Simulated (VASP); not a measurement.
A run of VASP 6.6.1 is set up as follows.

File INCAR:

```
ALGO = Normal
EDIFF = 1E-6
ENCUT = 520
GGA = PS
ICORELEVEL = 1
ISIF = 2
ISMEAR = 1
KPAR = 4
LASPH = T
LCHARG = F
LREAL = F
LWAVE = F
NELM = 60
PREC = Accurate
SIGMA = 0.1
```

The input KPOINTS:

```
k-points
0
Gamma
  3 3 3
```

Contents of POSCAR:

```
Sn
1.0
    0.0000000000      6.4666856000      6.4666856000
    6.4666856000      0.0000000000      6.4666856000
    6.4666856000      6.4666856000      0.0000000000
Sn
16
Direct
    0.0000000000      0.0000000000      0.0000000000
    0.0000000000      0.0000000000      0.5000000000
    0.0000000000      0.5000000000      0.0000000000
    1.0000000000      0.5000000000      0.5000000000
    0.5000000000      0.0000000000      0.0000000000
    0.5000000000      1.0000000000      0.5000000000
    0.5000000000      0.5000000000      0.0000000000
    0.5000000000      0.5000000000      0.5000000000
    0.1250000000      0.1250000000      0.1250000000
    0.1250000000      0.1250000000      0.6250000000
    0.1250000000      0.6250000000      0.1250000000
    0.1250000000      0.6250000000      0.6250000000
    0.6250000000      0.1250000000      0.1250000000
    0.6250000000      0.1250000000      0.6250000000
    0.6250000000      0.6250000000      0.1250000000
    0.6250000000      0.6250000000      0.6250000000
```

Potentials or basis: VASP PAW PBE potentials, release 64 (Sn_d).

Launch:

```bash
$ cat potpaw_PBE.64/Sn_d/POTCAR > POTCAR
$ mpirun -np 4 vasp_std > vasp.out
```

**Question.** Estimate the pressure.

**Answer.** 1.5 GPa.

**Question.** Predict the band gap on the k mesh.

**Answer.** None (metal or under the smearing width).

Core levels (eV, on the scale of the bands):
| atom | levels |
| --- | --- |
| 1 Sn | 1s -28997.3, 2s -4368.8, 2p -3920.5, 3s -835.0, 3p -688.6, 3d -463.3, 4s -123.9, 4p -79.6 |
| 2 Sn | 1s -28997.3, 2s -4368.8, 2p -3920.5, 3s -835.0, 3p -688.6, 3d -463.3, 4s -123.9, 4p -79.6 |
| 3 Sn | 1s -28997.3, 2s -4368.8, 2p -3920.5, 3s -835.0, 3p -688.6, 3d -463.3, 4s -123.9, 4p -79.6 |
| 4 Sn | 1s -28997.3, 2s -4368.8, 2p -3920.5, 3s -835.0, 3p -688.6, 3d -463.3, 4s -123.9, 4p -79.6 |
| 5 Sn | 1s -28997.3, 2s -4368.8, 2p -3920.5, 3s -835.0, 3p -688.6, 3d -463.3, 4s -123.9, 4p -79.6 |
| 6 Sn | 1s -28997.3, 2s -4368.8, 2p -3920.5, 3s -835.0, 3p -688.6, 3d -463.3, 4s -123.9, 4p -79.6 |

Caveat: the PAW data sets were made with another functional, which shifts forces and pressure a little.
